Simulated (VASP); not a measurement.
# CdS (Greenockite) with SCAN: from relaxation to properties

What structure does CdS (Greenockite) take at this level, and what are its properties? The steps: full relaxation (SCAN), density, ELF and potential (SCAN), band structure (SCAN), total and projected DOS (SCAN), optical spectrum (SCAN), band structure (SCAN + SOC), bands along the symmetry lines (HSE06) and bands along the symmetry lines (TB-mBJ). The start is a cell from a database of measured crystal structures.

Main program and level: VASP 6.6.1; SCAN; plane waves and PAW (Cd, S), in the first sound run; inputs show where later runs differ.

The database entry behind the starting cell differs from later determinations by our own check (about 0.35 % long), so it need not match the best structure at ambient conditions.

### 1. The structure

Before any relaxation, the start is as follows. The structure is hexagonal, space group P6_3mc (No. 186). Conventional cell: a = 4.150 Å, b = 4.150 Å, c = 6.737 Å, α = 90.00°, β = 90.00°, γ = 120.00°. Nearest to Cd lie 4 S at 2.53 to 2.54 Å. S has 4 Cd at 2.53 to 2.54 Å nearest. Farther neighbours and most contacts between anions are not listed.

Coordinates:

```
Cd S
1.0
     4.15000    0.00000    0.00000
    -2.07500    3.59401    0.00000
     0.00000    0.00000    6.73700
Cd S
2 2
Direct
  0.33333 0.66667 0.00000
  0.66667 0.33333 0.50000
  0.33333 0.66667 0.37500
  0.66667 0.33333 0.87500
```

### 2. Full relaxation (SCAN)

The start need not lie at this functional's minimum. ISIF = 3 frees volume, shape and positions, and EDIFFG sets the threshold on forces and stress at which the search stops. SCAN adds the kinetic-energy density; it is numerically more delicate than r2SCAN.

The input, INCAR:

```
SYSTEM = CdS
PREC = Accurate
ENCUT = 400
EDIFF = 1E-06
NELM = 100
ISMEAR = 0
SIGMA = 0.05
LREAL = .FALSE.
ALGO = Normal
METAGGA = SCAN
LASPH = .TRUE.
NBANDS = 24
LORBIT = 11
LWAVE = .FALSE.
LCHARG = .FALSE.
KPAR = 4
IBRION = 2
NSW = 60
ISIF = 3
EDIFFG = -0.01
```

The input, POSCAR:

```
CdS
1.0
    4.1500000000      0.0000000000      0.0000000000
   -2.0750000000      3.5940054257      0.0000000000
    0.0000000000      0.0000000000      6.7370000000
Cd S
2 2
Direct
    0.3333333333      0.6666666667      0.0000000000
    0.6666666667      0.3333333333      0.5000000000
    0.3333333333      0.6666666667      0.3750000000
    0.6666666667      0.3333333333      0.8750000000
```

The input, KPOINTS:

```
Automatic mesh
0
Gamma
5 5 3
0 0 0
```

PAW data sets: Cd and S (PBE family, release 64).

Command:

```console
$ mpirun -np 4 vasp_std
```

What it wrote:

```text
[banner, memory and clock lines left out]
running    4 mpi-ranks, on    1 nodes
 distrk:  each k-point on    1 cores,    4 groups
 distr:  one band on    1 cores,    1 groups

 POSCAR found type information on POSCAR CdS
 POSCAR found :  2 types and       4 ions
|                                                                             |
|               ----> ADVICE to this user running VASP <----                  |
|                                                                             |
|     You enforced a specific xc type in the INCAR file but a different       |
|     [... a line on the potential file left out ...]
|     I HOPE YOU KNOW WHAT YOU ARE DOING!                                     |
|                                                                             |

 LDA part: xc-table for (None), standard interpolation
 POSCAR, INCAR and KPOINTS ok, starting setup
 FFT: planning ... GRIDC
 FFT: planning ... GRID_SOFT
 FFT: planning ... GRID
 WAVECAR not read
 entering main loop
       N       E                     dE             d eps       ncg     rms          rms(c)
DAV:   1     0.141140272836E+03    0.14114E+03   -0.15735E+04   480   0.115E+03
DAV:   2    -0.829188755721E+02   -0.22406E+03   -0.21783E+03   576   0.315E+02
DAV:   3    -0.936999608520E+02   -0.10781E+02   -0.10754E+02   544   0.724E+01
DAV:   4    -0.937972964343E+02   -0.97336E-01   -0.97296E-01   608   0.675E+00
DAV:   5    -0.937989296729E+02   -0.16332E-02   -0.16332E-02   584   0.831E-01    0.107E+01
DAV:   6    -0.830709984732E+02    0.10728E+02   -0.95206E+00   496   0.412E+01    0.123E+01
DAV:   7    -0.830462170216E+02    0.24781E-01   -0.86646E-01   520   0.748E+00    0.913E+00
DAV:   8    -0.830862971573E+02   -0.40080E-01   -0.23265E-01   536   0.548E+00    0.197E+00
DAV:   9    -0.830879832127E+02   -0.16861E-02   -0.43147E-02   576   0.143E+00    0.405E-01
DAV:  10    -0.830871066725E+02    0.87654E-03   -0.47316E-03   528   0.592E-01    0.196E-01
DAV:  11    -0.830865923527E+02    0.51432E-03   -0.19820E-03   520   0.426E-01    0.106E-01
DAV:  12    -0.830866439115E+02   -0.51559E-04   -0.11727E-04   584   0.126E-01    0.587E-02
DAV:  13    -0.830866783963E+02   -0.34485E-04   -0.78339E-05   544   0.566E-02    0.405E-02
DAV:  14    -0.830866842107E+02   -0.58144E-05   -0.22843E-05   568   0.642E-02    0.336E-03
DAV:  15    -0.830866804299E+02    0.37807E-05   -0.10027E-06   352   0.582E-03    0.208E-03
DAV:  16    -0.830866788459E+02    0.15840E-05   -0.14853E-07   296   0.420E-03    0.440E-04
DAV:  17    -0.830866802014E+02   -0.13555E-05   -0.27094E-08   280   0.191E-03    0.167E-04
DAV:  18    -0.830866799483E+02    0.25313E-06   -0.58520E-09   272   0.480E-04
   1 F= -.83086680E+02 E0= -.83086680E+02  d E =-.830867E+02
 curvature:   0.00 expect dE= 0.000E+00 dE for cont linesearch  0.000E+00
 trial: gam= 0.00000 g(F)=  0.837E-03 g(S)=  0.163E-02 ort = 0.000E+00 (trialstep = 0.100E+01)
 search vector abs. value=  0.247E-02
 bond charge predicted
       N       E                     dE             d eps       ncg     rms          rms(c)
DAV:   1    -0.830912672953E+02   -0.45871E-02   -0.52498E-01   480   0.479E+00    0.555E-01
DAV:   2    -0.830889343970E+02    0.23329E-02   -0.14955E-02   576   0.970E-01    0.221E-01
DAV:   3    -0.830879879019E+02    0.94650E-03   -0.11142E-03   568   0.276E-01    0.121E-01
DAV:   4    -0.830876652546E+02    0.32265E-03   -0.57443E-04   600   0.191E-01    0.330E-02
DAV:   5    -0.830876560124E+02    0.92422E-05   -0.81465E-05   520   0.784E-02    0.258E-02
DAV:   6    -0.830876533785E+02    0.26339E-05   -0.50975E-06   616   0.166E-02    0.141E-02
DAV:   7    -0.830876537847E+02   -0.40622E-06   -0.55859E-07   272   0.773E-03
   2 F= -.83087654E+02 E0= -.83087654E+02  d E =-.973836E-03
 trial-energy change:   -0.000974  1 .order   -0.000969   -0.002470    0.000533
 step:   0.8241(harm=  0.8226)  dis= 0.00262  next Energy=   -83.087701 (dE=-0.102E-02)
 bond charge predicted
       N       E                     dE             d eps       ncg     rms          rms(c)
DAV:   1    -0.830878150702E+02   -0.16169E-03   -0.16200E-02   496   0.839E-01    0.975E-02
DAV:   2    -0.830877063822E+02    0.10869E-03   -0.46108E-04   576   0.169E-01    0.385E-02
DAV:   3    -0.830876846675E+02    0.21715E-04   -0.34661E-05   584   0.486E-02    0.210E-02
DAV:   4    -0.830876928956E+02   -0.82281E-05   -0.17380E-05   600   0.332E-02    0.593E-03
DAV:   5    -0.830876956801E+02   -0.27845E-05   -0.23965E-06   440   0.135E-02    0.428E-03
DAV:   6    -0.830876963427E+02   -0.66256E-06   -0.17832E-07   264   0.343E-03
   3 F= -.83087696E+02 E0= -.83087696E+02  d E =-.101639E-02
 curvature:  -0.41 expect dE=-0.185E-05 dE for cont linesearch -0.545E-07
 trial: gam= 0.00915 g(F)=  0.862E-06 g(S)=  0.364E-05 ort =-0.181E-04 (trialstep = 0.965E+00)
 search vector abs. value=  0.438E-05
 reached required accuracy - stopping structural energy minimisation
```

It took 54 s on 4 MPI ranks of Intel Xeon Platinum 8559C (Emerald Rapids), shared host; peak memory 0.77 GiB.

Lines that name or quote the potential files are left out of all logs, and their timing lines are given in words.

OUTCAR, selected parts (step 2):

```text
ion  position               nearest neighbor table
   1  0.333  0.667  0.000-   3 2.53   4 2.54   4 2.54   4 2.54
   2  0.667  0.333  0.500-   4 2.53   3 2.54   3 2.54   3 2.54
   3  0.333  0.667  0.375-   1 2.53   2 2.54   2 2.54   2 2.54
   4  0.667  0.333  0.875-   2 2.53   1 2.54   1 2.54   1 2.54

  LATTYP: Found a hexagonal cell.
 ALAT       =     4.1500000000
 C/A-ratio  =     1.6233734940

 Subroutine GETGRP returns: Found 12 space group operations
 (whereof  6 operations were pure point group operations)

The static configuration has the point symmetry C_3v.
 The point group associated with its full space group is C_6v.

 Found     10 irreducible k-points:

   k-points           NKPTS =     10   k-points in BZ     NKDIM =     10   number of bands    NBANDS=     24

   dimension x,y,z NGX =    28 NGY =   28 NGZ =   48
   dimension x,y,z NGXF=    56 NGYF=   56 NGZF=   96

   ENCUT  =  400.0 eV  29.40 Ry    5.42 a.u.   6.77  6.77 10.99*2*pi/ulx,y,z

   NELECT =      36.0000    total number of electrons

 k-points in reciprocal lattice and weights: Automatic mesh
   0.00000000  0.00000000  0.00000000       0.013
   0.20000000 -0.00000000  0.00000000       0.080
   0.40000000 -0.00000000  0.00000000       0.080
   0.20000000  0.20000000  0.00000000       0.080
   0.40000000  0.20000000  0.00000000       0.080
   0.00000000  0.00000000  0.33333333       0.027
   0.20000000 -0.00000000  0.33333333       0.160
   0.40000000 -0.00000000  0.33333333       0.160
   0.20000000  0.20000000  0.33333333       0.160
   0.40000000  0.20000000  0.33333333       0.160

 average (electrostatic) potential at core
       1 -45.0133       2 -45.0133       3 -92.3319       4 -92.3319

 E-fermi :   1.1278

 k-point     1 :       0.0000    0.0000    0.0000
  band No.  band energies     occupation
    ...
     14       0.1464      2.00000
     15       0.1464      2.00000
     16       0.8543      2.00000
     17       0.9084      2.00000
     18       0.9084      2.00000
     19       2.4733      0.00000
     20       4.1014      0.00000
     21       7.8522      0.00000
     22       7.8522      0.00000
     23       8.1454      0.00000
    ...

 k-point     2 :       0.2000   -0.0000    0.0000
  band No.  band energies     occupation
    ...
     14      -1.1185      2.00000
     15      -0.5698      2.00000
     16      -0.2866      2.00000
     17       0.5645      2.00000
     18       0.6449      2.00000
     19       3.8670      0.00000
     20       5.1573      0.00000
     21       6.9002      0.00000
     22       7.9633      0.00000
     23       8.3322      0.00000
    ...

 k-point     3 :       0.4000   -0.0000    0.0000
  band No.  band energies     occupation
    ...
     14      -2.3690      2.00000
     15      -1.8164      2.00000
     16      -0.8884      2.00000
     17      -0.1893      2.00000
     18       0.2199      2.00000
     19       4.9218      0.00000
     20       5.1816      0.00000
     21       6.4069      0.00000
     22       7.5674      0.00000
     23       8.4081      0.00000
    ...

  Total       -0.0054271     -0.0054271     -0.0155921      0.0000000      0.0000000      0.0000000
  in kB       -0.0864655     -0.0864655     -0.2484175      0.0000000      0.0000000      0.0000000
  external PRESSURE =      -0.1404495 kB  Pullay stress =       0.0000000 kB

  energy-cutoff  :      400.00
  volume of cell :      100.56
      direct lattice vectors                 reciprocal lattice vectors
     4.144940849  0.000000000 -0.000000000     0.241257966  0.139290352  0.000000000
    -2.072470425  3.589624073  0.000000000     0.000000000  0.278580704  0.000000000
     0.000000000  0.000000000  6.758724854     0.000000000  0.000000000  0.147956903

 POSITION                                       TOTAL-FORCE (eV/Angst)
 -----------------------------------------------------------------------------------
     -0.00000      2.39308      6.75610         0.000000     -0.000000     -0.002114
      2.07247      1.19654      3.37673        -0.000000      0.000000     -0.002114
     -0.00000      2.39308      2.53715         0.000000     -0.000000      0.002114
      2.07247      1.19654      5.91651         0.000000      0.000000      0.002114
 -----------------------------------------------------------------------------------
    total drift:                                0.000001      0.000003     -0.027592

  FREE ENERGIE OF THE ION-ELECTRON SYSTEM (eV)
  ---------------------------------------------------
  free  energy   TOTEN  =       -83.0876963427 eV

  energy  without entropy=      -83.0876963427  energy(sigma->0) =      -83.08769634

 reached required accuracy - stopping structural energy minimisation

 total charge
# of ion       s       p       d       tot
------------------------------------------
    1        0.410   0.315   9.578  10.303
    2        0.410   0.315   9.578  10.303
    3        1.314   2.423   0.000   3.738
    4        1.314   2.423   0.000   3.738
--------------------------------------------------
tot          3.450   5.477  19.155  28.082

[... 3 further parts left out ...]
```

CONTCAR:

```
CdS
   1.00000000000000
     4.1449408491891280    0.0000000000000000   -0.0000000000000000
    -2.0724704245945640    3.5896240725762274    0.0000000000000000
     0.0000000000000000    0.0000000000000000    6.7587248542730691
  Cd              S
     2     2
Direct
     0.3333333332999970    0.6666666667000030    0.9996109322342233
     0.6666666667000030    0.3333333332999970    0.4996109322342232
     0.3333333332999970    0.6666666667000030    0.3753890677657768
     0.6666666667000030    0.3333333332999970    0.8753890677657767
```

The gap is read on the k-mesh alone, so it is an upper bound where the band edges lie off the mesh. The PAW data sets were made with PBE, which is usual practice but a small mismatch for other functionals. The run keeps the 12 symmetry operations of its start, so it cannot find a distortion of lower symmetry.

Step by step:

| step | energy less that of the first step (eV) | largest force (eV/Å) | pressure (GPa) | volume (Å³) |
| --- | --- | --- | --- | --- |
| 1 | 0.0000 | 0.0659 | 0.04 | 100.48 |
| 2 | -0.0010 | 0.0118 | -0.03 | 100.58 |
| 3 | -0.0010 | 0.0021 | -0.01 | 100.56 |

```csv
"conventional cell, symmetrised",before,after,change
a (Å),4.150,4.145,-0.1 %
b (Å),4.150,4.145,-0.1 %
c (Å),6.737,6.759,+0.3 %
volume (Å³/atom),25.12,25.14,+0.1 %
```

Final coordinates:

```xyz
4
Lattice="4.1449 0.0000 0.0000 -2.0725 3.5896 0.0000 0.0000 0.0000 6.7587" Properties=species:S:1:pos:R:3 pbc="T T T"
Cd    0.0000    2.3931   -0.0026
Cd    2.0725    1.1965    3.3767
S     0.0000    2.3931    2.5372
S     2.0725    1.1965    5.9165
```

A gap read on the k-mesh alone can miss the band edges.

Numbers from this step:

```
electrons                       : 36
bands                           : 24
irreducible k points            : 10
symmetry operations             : 12
free energy (TOTEN)             : -83.0877 eV
Fermi energy                    : 1.128 eV
pressure                        : -0.01404 GPa
metallic                        : no
valence top at k                : 0, 0, 0
conduction bottom at k          : 0, 0, 0
least direct gap at k           : 0, 0, 0
SCF cycles over all ionic steps : 31
gap on the k-mesh               : 1.565 eV
least direct gap on the k-mesh  : 1.565 eV
```

It ends with a largest force of 0.002 eV/Å and a pressure of -0.01 GPa. The volume lies +0.1 % from that of the database's start.

(Continued in part 2 of 5.)

[Lines on the potential files, build, host, timing and source positions are cut from VASP's logs without a mark.]

[Logs are printed without paths, hosts, clocks, repeated set-up lines and the standing remarks that a program may print on its own settings, such as how far it seeks lower states.]

[Hosts, paths, dates, database ids (printed as entryN), source tags and the programs' standing remarks are cut or masked in the printed files.]

[A measured line is paired with the nearest computed mode of its activity, which favours agreement.]
